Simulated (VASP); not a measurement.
H2, in a box:

```
H
1.0
    10.00000    0.00000    0.00000
     0.00000   10.00000    0.00000
     0.00000    0.00000   10.00000
H
2
Direct
  0.50000 0.50000 0.44400
  0.50000 0.50000 0.55600
```

Base run:

| Item | Value |
| --- | --- |
| Program | VASP 6.6.1 |
| Functional | HSE06 |
| Potentials or basis | VASP PAW PBE potentials, release 64 (H) |
| Cutoff | 450 eV |
| k mesh | 1 × 1 × 1 |
| Occupations | gaussian, width 0.02 eV |
| Spin | no spin polarisation |

Its results: gap between the frontier levels 9.03 eV; largest force 4.903 eV/Å.

**Question.** The run is repeated on the same cell with these changes: functional from HSE06 to r2SCAN. What comes out?

**Answer.** Gap between the frontier levels 8.28 eV; largest force 4.898 eV/Å.

HSE06 gives the wider gap, since exact exchange removes part of the self-interaction.

Caveats: the PAW data sets were made with another functional, which shifts forces and pressure a little.

